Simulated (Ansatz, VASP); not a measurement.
One calculation of PN, two programs

```xyz
4
Lattice="3.1950 0.0000 0.0000 -1.5975 2.7670 0.0000 0.0000 0.0000 8.0625" Properties=species:S:1:pos:R:3 pbc="T T T"
P     0.0000    1.8447    2.0156
P     1.5975    0.9223    6.0469
N     0.0000    1.8447    6.0469
N     1.5975    0.9223    2.0156
```

Alike in both runs: functional PBE; k mesh 18 × 18 × 6; occupations gaussian, width 0.1 eV; no spin polarisation.

Ansatz relaxed the structure, and its values are those at the end. VASP's run is a single point on that final structure, the one shown.

```csv
,VASP,Ansatz
version,VASP 6.6.1,Ansatz 0.2.0
potentials or method,"VASP PAW PBE potentials, release 64 (P, N)","scalar-relativistic, plane waves, PAW"
plane-wave cutoff (eV),520,420
valence electrons in the cell,20,20
```

Ansatz gave:

| Property | Result |
| --- | --- |
| gap on the k mesh at the Fermi level (eV) | none |
| pressure (GPa) | 0.0 |

Problem. What did VASP give for the same quantities?

Solution. gap on the k mesh at the Fermi level (eV): none; pressure (GPa): -0.3.

A gap of «none» marks a metal or a gap that the smearing closes.

Caveats: this functional lacks dispersion, which binds the layers, so the pressure and a relaxed spacing across them are unreliable.
